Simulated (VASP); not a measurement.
Computed with PBEsol GGA, VASP's PBE PAW potentials (set 64) (plane waves; VASP).

VASP ran on this input.

**INCAR**
```
! general
SYSTEM  = Cd
PREC    = Accurate
ENCUT   = 520
LREAL   = .FALSE.
LASPH   = .TRUE.

! electronic loop
EDIFF   = 1E-7
NELM    = 100
ALGO    = Normal
LMAXMIX = 4

! smearing
ISMEAR  = 1
SIGMA   = 0.1

! functional
GGA     = PS

! ions
IBRION  = 2
NSW     = 30
ISIF    = 4
EDIFFG  = -0.01

! output
LWAVE   = .FALSE.
LCHARG  = .FALSE.
```

### KPOINTS
```
Automatic mesh
0
Gamma
14 14 7
0 0 0
```

POSCAR:
```
Cd
1.0
  1.4986158089  -2.5956790181   0.0000000000
  1.4986158089   2.5956790181   0.0000000000
  0.0000000000   0.0000000000   5.5583166889
Cd
2
Cartesian
  1.4986158089   0.8652280698   1.3895791722
  1.4986158089  -0.8652280698   4.1687375167
```

POTCAR, in this order: Cd (PBE.64 set). Program: vasp_std.

Predict the energy per atom (σ→0), pressure, band gap (on the k-mesh).

```json
{
 "energy per atom (σ→0)": "-115.1 kJ/mol of atoms",
 "band gap (on the k-mesh)": "none (metal, semimetal or under 0.01 eV)",
 "pressure": "-1.49 GPa"
}
```

### OSZICAR
```
...
DAV:   7    -0.238783675339E+01    0.11065E-01   -0.34512E-02  3488   0.187E+00    0.193E+00
DAV:   8    -0.238614852496E+01    0.16882E-02   -0.31907E-03  3320   0.829E-01    0.959E-02
DAV:   9    -0.238616276308E+01   -0.14238E-04   -0.30814E-05  4024   0.671E-02    0.415E-02
DAV:  10    -0.238618368601E+01   -0.20923E-04   -0.15979E-05  3440   0.501E-02    0.314E-03
DAV:  11    -0.238618358492E+01    0.10108E-06   -0.10923E-07  3064   0.363E-03    0.129E-03
DAV:  12    -0.238618345855E+01    0.12637E-06   -0.76054E-09  1960   0.873E-04    0.897E-04
DAV:  13    -0.238618347295E+01   -0.14401E-07   -0.99580E-10  1888   0.374E-04
   1 F= -.23861835E+01 E0= -.23860867E+01  d E =-.238618E+01
```

The compound is Cd in the hcp structure. This cell is one point of a volume scan, at 1.03 of the reference volume.
